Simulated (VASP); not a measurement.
Data:

```
CdZnS2
1.0
    3.93430     0.00000     0.00000
   -1.96715     3.40720     0.00000
    0.00000     0.00000     6.52149
Zn Cd S
1 1 2
Direct
  0.00000   0.00000   0.99889
  0.33333   0.66667   0.50725
  0.33333   0.66667   0.89225
  0.00000   0.00000   0.35360
```

These are PBEsol GGA, VASP's PBE PAW potentials (set 64) (plane waves; VASP) values and carry that method's errors. Settings: 400 eV cut-off, 7×7×4 Γ-centred mesh, tetrahedra with Blöchl corrections, potentials Zn Cd S.

The cores are frozen, which limits the accuracy of field gradients.

Problem. Give the principal components of the electric field gradient (V/Å²) and the asymmetry η at each nucleus.

Solution. 
```csv
atom,Vxx,Vyy,Vzz,η
Zn1,4.1,4.1,-8.2,0.00
Cd2,3.3,3.3,-6.7,0.00
S3,4.6,4.6,-9.1,0.00
S4,-13.7,-13.7,27.5,0.00
```

The structure comes from a computed database's ZnCdS2 entry (P3m1); how it stands against other phases isn't given here. It was relaxed first, which changed the volume by -5 %.
